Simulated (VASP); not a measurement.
The input files of a VASP run:

### KPOINTS
```
Automatic mesh
0
Gamma
13 13 13
0 0 0
```

File POSCAR:
```
Rb
1
   -1.9199947922     1.9199947922     1.9199947922
    1.9199947922    -1.9199947922     1.9199947922
    1.9199947922     1.9199947922    -1.9199947922
Rb
1
Direct
  0.0000000000   0.0000000000   1.0000000000
```

### INCAR
```
SYSTEM  =  Rb
PREC  =  Accurate; ENCUT  =  500; LREAL  =  .FALSE.
LASPH  =  .TRUE.
EDIFF  =  1E-6; NELM  =  100; ALGO  =  Normal
LMAXMIX  =  4
ISMEAR  =  1; SIGMA  =  0.1
GGA  =  PE
IBRION  =  2; NSW  =  40; ISIF  =  3
EDIFFG  =  -0.02; PSTRESS  =  300
LWAVE  =  .FALSE.; LCHARG  =  .FALSE.
```

POTCAR, in this order: Rb_sv (PBE.64 set). Program: vasp_std.

Translate this PBE calculation to Quantum ESPRESSO's pw.x.

One equivalent input (not run):
```
&CONTROL
  calculation = 'vc-relax'
  pseudo_dir = './pseudo'
  outdir = './out'
  tprnfor = .true.
  tstress = .true.
  nstep = 40
  forc_conv_thr = 0.00078
/
&SYSTEM
  ibrav = 0
  nat = 1
  ntyp = 1
  ecutwfc = 46.3
  occupations = 'smearing'
  smearing = 'methfessel-paxton'
  degauss = 0.00735
  input_dft = 'pbe'
/
&ELECTRONS
  conv_thr = 7.3e-08
  electron_maxstep = 100
/
&IONS
/
&CELL
  press = 300
/
ATOMIC_SPECIES
  Rb 85.468 Rb.upf
CELL_PARAMETERS angstrom
    -1.9199948    1.9199948    1.9199948
     1.9199948   -1.9199948    1.9199948
     1.9199948    1.9199948   -1.9199948
ATOMIC_POSITIONS crystal
  Rb   0.0000000  0.0000000  1.0000000
K_POINTS automatic
  13 13 13 0 0 0
```
The two are equivalent in intent, not identical: the potentials are each code's own (VASP's PAW set, PseudoDojo norm-conserving files in pw.x), so ENCUT and ecutwfc are chosen apart and not converted; conv_thr bounds pw.x's estimated SCF error, while EDIFF bounds the energy change between steps; forc_conv_thr acts on force components and is met together with etot_conv_thr.

The compound is Rb in the bcc structure. This run relaxes it under an external pressure of 30 GPa. Symmetry was kept, so distortions that lower it aren't found.
